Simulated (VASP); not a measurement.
Here is a VASP 6.6.1 calculation.

INCAR

```
PREC = Accurate ; ENCUT = 600
EDIFF = 1E-7 ; ISMEAR = 0
SIGMA = 0.03 ; LREAL = False
LASPH = True ; NELM = 80
ALGO = Normal ; ISIF = 3
LWAVE = False ; LCHARG = False
IBRION = 2 ; NSW = 90
EDIFFG = -0.005 ; LATTICE_CONSTRAINTS = .TRUE. .TRUE. .FALSE.
```

The input KPOINTS:

```
Automatic mesh
0
Gamma
  10 8 1
```

POSCAR

```
CuTe                                    
1.0
    3.2037184351      0.0000000000      0.0000000000
    0.0000000000      3.8515231463      0.0000000000
    0.0000000000      0.0000000000     21.8772744000
  Te              Cu            
     2     2
Direct
     0.0000000000000000    0.0000000000000000    0.4130639740402869
     0.5000000000000000    0.5000000000000000    0.5869360259597132
     0.0000000000000000    0.5000000000000000    0.4898246810046269
     0.5000000000000000    0.0000000000000000    0.5101753189953729
```

Potentials or basis: VASP PAW LDA potentials, release 64 (Te, Cu).

Command:

```sh
$ cat potpaw_LDA.64/Te/POTCAR potpaw_LDA.64/Cu/POTCAR > POTCAR
$ mpirun -np 1 vasp_std > vasp.out
```

Q: Estimate the relaxed cell.

A: a = 3.203 Å, b = 3.852 Å, c = 21.877 Å, α = 90.00°, β = 90.00°, γ = 90.00°.

Q: Estimate the band gap on the k mesh.

A: None (metal or under the smearing width).

Q: Predict the relaxed volume.

A: 67.47 Å³/atom.

Final structure:
```
Te Cu
1.0
     3.20262    0.00000    0.00000
     0.00000    3.85200    0.00000
     0.00000    0.00000   21.87727
Te Cu
2 2
Direct
  0.00000 0.00000 0.41307
  0.50000 0.50000 0.58693
  0.00000 0.50000 0.48983
  0.50000 0.00000 0.51017
```

The run has no spin-orbit coupling, so splittings on Te are missing.
